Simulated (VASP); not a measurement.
Crystal: WAu.

```
W Au
1.0
     0.00000    2.90921    2.90921
     2.90921    0.00000    2.90921
     2.90921    2.90921    0.00000
W Au
1 1
Direct
  0.00000 0.00000 0.00000
  0.75000 0.75000 0.75000
```

The cell was built by a generator and needn't be a form met in nature.

Program: VASP 6.6.1. Alike in all runs: potentials or basis VASP PAW PBE potentials, release 64 (W_sv, Au); cell as given; cutoff (eV) 520.

Question: Order these runs on this cell by their pressure, lowest first.
A. level PBEsol; spin SOC, no magnetisation; k mesh 6 × 6 × 6; smearing fermi-dirac 0.05 eV
B. level r2SCAN+U; spin off; U Au d U = 4 eV, W d U = 4 eV; k mesh 8 × 8 × 8; smearing tetrahedron
C. level r2SCAN+U; spin off; U Au d U = 2 eV, W d U = 2 eV; k mesh 8 × 8 × 8; smearing tetrahedron

Answer: A (-4.9 GPa), C (-2.1 GPa), B (-0.4 GPa).

Caveats: the PAW data sets were made with another functional, which shifts forces and pressure a little; U without spin polarisation on a metal has little footing (some runs); the U is typed as a test and isn't derived for this compound (some runs).

Not every run made on this cell is shown here.
